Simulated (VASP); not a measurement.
# TiAl2B2 in VASP: notebook

The runs below take TiAl2B2 through relaxation of the atoms, with PBE, PBE+D4.

Program: VASP 6.6.1. These are calculated values, not measurements. Logs are shortened: lines on timing, memory, paths and dates and some standing lists are left out, and cuts for length are marked.

**1. The sheet as given**

The cell holds a sheet with vacuum, 5 atoms: a = 3.871 Å, b = 3.871 Å, c = 31.088 Å, α = 90.00°, β = 90.00°, γ = 120.00°.

The cell was built by a generator and needn't be a form met in nature.

**2. Relaxation of the atoms, PBE**

Contents of INCAR:

```
SYSTEM = TiAl2B2
ALGO     = Normal         ! electronic algorithm
DIPOL    = 0.5 0.5 0.288
EDIFF    = 1E-6           ! SCF threshold, eV
EDIFFG   = -0.02          ! ionic threshold
ENCUT    = 520            ! plane-wave cutoff, eV
GGA      = PE             ! functional
IBRION   = 2              ! ionic algorithm
IDIPOL   = 3            
ISIF     = 2              ! what is computed and relaxed
ISMEAR   = 0              ! smearing method
LASPH    = .True.         ! aspherical terms in the spheres
LCHARG   = .False.        ! write CHGCAR
LDIPOL   = .True.       
LREAL    = .False.        ! projectors in reciprocal space
LWAVE    = .False.        ! write WAVECAR
NELM     = 80             ! most SCF steps
NSW      = 60             ! ionic steps
PREC     = Accurate       ! precision mode
SIGMA    = 0.05           ! smearing width, eV
```

Contents of KPOINTS:

```
k-points
0
Gamma
  8 8 1
  0 0 0
```

Contents of POSCAR:

```
TiAl2B2
1.0
    3.8713400000      0.0000000000      0.0000000000
   -1.9356700000      3.3526800000      0.0000000000
    0.0000000000      0.0000000000     31.0880000000
Ti Al B
1 2 2
Selective dynamics
Direct
    0.0000000000      0.0000000000      0.2759400000  F F F
    0.3333300000      0.6666700000      0.3344400000  T T T
    0.6666700000      0.3333300000      0.3344400000  T T T
    0.3333300000      0.6666700000      0.2477700000  T T T
    0.6666700000      0.3333300000      0.2477700000  T T T
```

Potentials or basis: VASP PAW PBE potentials, release 64 (Ti_sv, Al, B).

Command:

```bash
$ cat potpaw_PBE.64/Ti_sv/POTCAR potpaw_PBE.64/Al/POTCAR potpaw_PBE.64/B/POTCAR > POTCAR
$ mpirun -np 1 vasp_std > vasp.out
```

OUTCAR:

```text
SYSTEM = TiAl2B2
   EDIFF = 1E-6
   EDIFFG = -0.02
   ENCUT = 520
   GGA = PE
   IBRION = 2
   ISIF = 2
   ISMEAR = 0
   LASPH = .True.
   LREAL = .False.
   NELM = 80
   NSW = 60
   PREC = Accurate

 ion  position               nearest neighbor table
   1  0.000  0.000  0.276-   4 2.40   5 2.40   5 2.40   4 2.40   5 2.40   4 2.40   2 2.88   3 2.88
                             2 2.88   3 2.88   3 2.88   2 2.88
   2  0.333  0.667  0.334-   3 2.24   3 2.24   3 2.24   4 2.69   1 2.88   1 2.88   1 2.88
   3  0.667  0.333  0.334-   2 2.24   2 2.24   2 2.24   5 2.69   1 2.88   1 2.88   1 2.88
   4  0.333  0.667  0.248-   1 2.40   1 2.40   1 2.40   2 2.69
   5  0.667  0.333  0.248-   1 2.40   1 2.40   1 2.40   3 2.69

  LATTYP: Found a hexagonal cell.
 ALAT       =     3.8713400000
 C/A-ratio  =     8.0302944200

  Lattice vectors:

 A1 = (   3.8713400000,   0.0000000000,   0.0000000000)
 A2 = (  -1.9356700000,   3.3526800000,   0.0000000000)
 A3 = (   0.0000000000,   0.0000000000,  31.0880000000)

Analysis of symmetry for initial positions (statically):
=====================================================================
 Subroutine PRICEL returns:
 Original cell was already a primitive cell.

 Routine SETGRP: Setting up the symmetry group for a
 hexagonal supercell.

 Subroutine GETGRP returns: Found  4 space group operations
 (whereof  4 operations were pure point group operations)
 out of a pool of 24 trial point group operations.

The static configuration has the point symmetry C_2v.

Analysis of symmetry for dynamics (positions and initial velocities):
=====================================================================
 Subroutine PRICEL returns:
 Original cell was already a primitive cell.

 Routine SETGRP: Setting up the symmetry group for a
 hexagonal supercell.

 Subroutine GETGRP returns: Found  4 space group operations
 (whereof  4 operations were pure point group operations)
 out of a pool of 24 trial point group operations.

The dynamic configuration has the point symmetry C_2v.

Analysis of constrained symmetry for selective dynamics:
=====================================================================
 Subroutine PRICEL returns:
 Original cell was already a primitive cell.

 Routine SETGRP: Setting up the symmetry group for a
 hexagonal supercell.

 Subroutine GETGRP returns: Found  4 space group operations
 (whereof  4 operations were pure point group operations)
 out of a pool of 24 trial point group operations.

The constrained configuration has the point symmetry C_2v.

 Subroutine INISYM returns: Found  4 space group operations
 (whereof  4 operations are pure point group operations),
 and found     1 'primitive' translations

----------------------------------------------------------------------------------------

                                     Primitive cell

  volume of cell :     403.5025

  direct lattice vectors                    reciprocal lattice vectors
     3.871340000  0.000000000  0.000000000     0.258308493  0.149134424  0.000000000
    -1.935670000  3.352680000  0.000000000     0.000000000  0.298268848  0.000000000
     0.000000000  0.000000000 31.088000000     0.000000000  0.000000000  0.032166752

  length of vectors
     3.871340000  3.871341051 31.088000000     0.298268929  0.298268848  0.032166752

  position of ions in fractional coordinates (direct lattice)
     0.000000000  0.000000000  0.275940000
     0.333330000  0.666670000  0.334440000
     0.666670000  0.333330000  0.334440000
     0.333330000  0.666670000  0.247770000
     0.666670000  0.333330000  0.247770000

  ion indices of the primitive-cell ions
   primitive index   ion index
                 1           1
                 2           2
                 3           3
                 4           4
                 5           5

----------------------------------------------------------------------------------------

 KPOINTS: k-points

Automatic generation of k-mesh.
 Grid dimensions read from file:
 generate k-points for:    8    8    1

 Generating k-lattice:

  Cartesian coordinates                     Fractional coordinates (reciprocal lattice)
     0.032288562  0.018641803  0.000000000     0.125000000 -0.000000000  0.000000000
     0.000000000  0.037283606  0.000000000     0.000000000  0.125000000  0.000000000
     0.000000000  0.000000000  0.032166752     0.000000000  0.000000000  1.000000000

  Length of vectors
     0.037283616  0.037283606  0.032166752

  Shift w.r.t. Gamma in fractional coordinates (k-lattice)
     0.000000000  0.000000000  0.000000000

 Subroutine IBZKPT returns following result:
 ===========================================

 Found     21 irreducible k-points:

 Following reciprocal coordinates:
            Coordinates               Weight
  0.000000  0.000000  0.000000      1.000000
  0.125000  0.000000  0.000000      4.000000
 -0.125000  0.125000  0.000000      2.000000
  0.250000  0.000000  0.000000      4.000000
 -0.250000  0.250000  0.000000      2.000000
  0.375000  0.000000  0.000000      4.000000
[... 13 lines left out ...]
  0.375000  0.250000  0.000000      4.000000
  0.375000  0.375000  0.000000      2.000000
   k-points           NKPTS =     21   k-points in BZ     NKDIM =     21   number of bands    NBANDS=     16
   number of dos      NEDOS =    301   number of ions     NIONS =      5
   total plane-waves  NPLWV = 216000
   dimension x,y,z NGX =    30 NGY =   30 NGZ =  240
   dimension x,y,z NGXF=    60 NGYF=   60 NGZF=  480
   ions per type =               1   2   2
   NGX,Y,Z   is equivalent  to a cutoff of  12.88, 12.88, 12.83 a.u.
   NGXF,Y,Z  is equivalent  to a cutoff of  25.77, 25.77, 25.67 a.u.
 SYSTEM =  TiAl2B2
   PREC   = accura    normal or accurate (medium, high low for compatibility)
   ISTART =      0    job   : 0-new  1-cont  2-samecut
   ICHARG =      2    charge: 1-file 2-atom 10-const
   ISPIN  =      1    spin polarized calculation?
   LNONCOLLINEAR =      F non collinear calculations
   LSORBIT =      F    spin-orbit coupling
   LASPH  =      T    aspherical Exc in radial PAW
   ENCUT  =  520.0 eV  38.22 Ry    6.18 a.u.   7.20  7.20 57.80*2*pi/ulx,y,z
   NELM   =     80;   NELMIN=  2; NELMDL= -5     # of ELM steps
   EDIFF  = 0.1E-05   stopping-criterion for ELM
   LREAL  =      F    real-space projection
   EDIFFG = -.2E-01   stopping-criterion for IOM
   NSW    =     60    number of steps for IOM
   IBRION =      2    ionic relax: 0-MD 1-quasi-New 2-CG
   NFREE  =      1    steps in history (QN), initial steepest desc. (CG)
   ISIF   =      2    stress and relaxation
   ISYM   =      2    0-nonsym 1-usesym 2-fastsym
   POTIM  = 0.5000    time-step for ionic-motion
   TEBEG  =    0.0;   TEEND  =   0.0 temperature during run
   PSTRESS=    0.0 pullay stress
   NELECT =      24.0000    total number of electrons
   NUPDOWN=      -1.0000    fix difference up-down
   EMIN   =  10.00;   EMAX   =-10.00  energy-range for DOS
   EFERMI =   0.00;   METHOD = LEGACY
   ISMEAR =     0;   SIGMA  =   0.05  broadening in eV -4-tet -1-fermi 0-gaus
   EFERMI_NEDOS =   21; number of points for ismear=-14 and -15
   IALGO  =     38    algorithm
   IMIX   =      4    mixing-type and parameters
     AMIX     =   0.40;   BMIX     =  1.00
     AMIX_MAG =   1.60;   BMIX_MAG =  1.00
  volume/ion in A,a.u.               =      80.70       544.59
  Fermi-wavevector in a.u.,A,eV,Ry     =   0.639043  1.207616  5.556286  0.408376
  Thomas-Fermi vector in A             =   1.704586
   LORBIT       =      0    0 simple, 1 ext, 2 COOP (PROOUT), +10 PAW based schemes
   GGA     = PE    functional components
   LHFCALC =     F    Hartree Fock is set to
   AEXX    =    0.0000 exact exchange contribution
   IVDW    =     0    specifies the selected vdW correction
   LEPSILON=     F    determine dielectric tensor
   LRPA    =     F    only Hartree local field effects (RPA)
 conjugate gradient relaxation of ions
 non-spin polarized calculation
 Gauss-broadening in eV      SIGMA  =   0.05
  energy-cutoff  :      520.00
  volume of cell :      403.50
 maximum number of plane-waves:     10907
 NGX is ok and might be reduce to    30
   NGX = 15   NGY = 15   NGZ =115

 dipolmoment           0.000000      0.000000      0.005627 electrons x Angstroem

 number of electron      23.9999999 magnetization

 dipolmoment           0.000000      0.000000     -0.029481 electrons x Angstroem

 Free energy of the ion-electron system (eV)
  ---------------------------------------------------
  ext. energy  EPLUGINS =         0.00000000
  ---------------------------------------------------
  free energy    TOTEN  =       -24.09226075 eV

  energy without entropy =      -24.09111504  energy(sigma->0) =      -24.09168789

 E-fermi :  -2.7814     XC(G=0):  -2.3120

 val. band max:       -2.8410680732   @ k =   0.1250   0.1250   0.0000
 cond. band min:      -2.7646203467   @ k =   0.0000   0.0000   0.0000
 fundamental gap:      0.0764477265
 Fermi energy:        -2.7813707584

 k-point     1 :       0.0000    0.0000    0.0000
  band No.  band energies     occupation
      1     -59.8026      2.00000
      2     -36.0904      2.00000
      3     -36.0904      2.00000
      4     -36.0373      2.00000
      5     -13.2463      2.00000
      6     -10.6825      2.00000
[... 8 lines left out ...]
     15      -1.3716      0.00000
     16       0.2126      0.00000

 k-point     2 :       0.1250    0.0000    0.0000
  band No.  band energies     occupation
      1     -59.8023      2.00000
      2     -36.0963      2.00000
      3     -36.0919      2.00000
      4     -36.0365      2.00000
      5     -13.0511      2.00000
      6     -10.5241      2.00000
[... 8 lines left out ...]
     15      -1.1766      0.00000
     16      -0.8074      0.00000
[... 330 lines left out ...]
      5     -10.4250      2.00000
      6      -9.9247      2.00000
[... 8 lines left out ...]
     15      -1.4206      0.00000
     16      -1.0894      0.00000

 k-point    21 :       0.3750    0.3750    0.0000
  band No.  band energies     occupation
      1     -59.8001      2.00000
      2     -36.1236      2.00000
      3     -36.1130      2.00000
      4     -36.0319      2.00000
      5     -10.4251      2.00000
      6      -9.9245      2.00000
[... 8 lines left out ...]
     15      -1.4206      0.00000
     16      -1.0895      0.00000

------------------------ aborting loop because EDIFF is reached ----------------------------------------

 vacuum level on the upper side and lower side of the slab       (xc-potential included)        -0.208         0.196

  FORCE on cell =-STRESS in cart. coord.  units (eV):
  Direction    XX          YY          ZZ          XY          YZ          ZX
  --------------------------------------------------------------------------------------
  -------------------------------------------------------------------------------------
  Total        0.0259356      0.0265191     -0.0332196      0.0005053      0.0000000      0.0000000
  in kB        0.1029818      0.1052987     -0.1319044      0.0020064      0.0000000      0.0000000
  external PRESSURE =       0.0254587 kB  Pullay stress =       0.0000000 kB

 VOLUME and BASIS-vectors are now :
 -----------------------------------------------------------------------------
  energy-cutoff  :      520.00
  volume of cell :      403.50
      direct lattice vectors                 reciprocal lattice vectors
     3.871340000  0.000000000  0.000000000     0.258308493  0.149134424  0.000000000
    -1.935670000  3.352680000  0.000000000     0.000000000  0.298268848  0.000000000
     0.000000000  0.000000000 31.088000000     0.000000000  0.000000000  0.032166752

 POSITION                                       TOTAL-FORCE (eV/Angst)
 -----------------------------------------------------------------------------------
      0.00000      0.00000      8.57842         0.000000     -0.000000      0.009538
     -0.00002      2.23513     10.39707         0.000731     -0.000422     -0.004941
      1.93569      1.11755     10.39707        -0.000731      0.000422     -0.004941
     -0.00002      2.23513      7.70267        -0.000055      0.000032      0.000172
      1.93569      1.11755      7.70267         0.000055     -0.000032      0.000172
 -----------------------------------------------------------------------------------
    total drift:                               -0.000000     -0.000000      0.000484

  FREE ENERGIE OF THE ION-ELECTRON SYSTEM (eV)
  ---------------------------------------------------
  free  energy   TOTEN  =       -24.0922607488 eV

  energy  without entropy=      -24.0911150409  energy(sigma->0) =      -24.09168789

 reached required accuracy - stopping structural energy minimisation

 vacuum level on the upper side and lower side of the slab         1.794         2.206
```

Wall time 2.9 min (1 thread of Intel Xeon 6975P-C (Granite Rapids), shared host); peak memory 0.6 GiB.

What came out:

```yaml
Free_energy: -24.0923 eV
Band_gap_on_the_k_mesh: 0.08 eV, indirect (least direct gap 0.09 eV)
```

Final structure:
```
Ti Al B
1.0
     3.87134    0.00000    0.00000
    -1.93567    3.35268    0.00000
     0.00000    0.00000   31.08800
Ti Al B
1 2 2
Direct
  0.00000 0.00000 0.27594
  0.33333 0.66667 0.33444
  0.66667 0.33333 0.33444
  0.33333 0.66667 0.24777
  0.66667 0.33333 0.24777
```

Levels at points of the mesh, in eV from the valence-band top:
```
           k point  band 8  band 9  band 10  band 11  band 12  band 13  band 14  band 15  band 16
(0.00, 0.00, 0.00)   -3.08   -3.08    -0.20    -0.01    -0.01     0.08     1.47     1.47     3.05
(0.50, 0.00, 0.00)   -4.43   -2.81    -1.44    -1.37    -1.22     0.70     0.71     1.53     1.55
(0.50, 0.50, 0.00)   -4.43   -2.81    -1.44    -1.37    -1.22     0.70     0.71     1.53     1.55
```

Caveat: the relaxation stopped at its first step, so nothing moved.

[end of part 1 of 2]
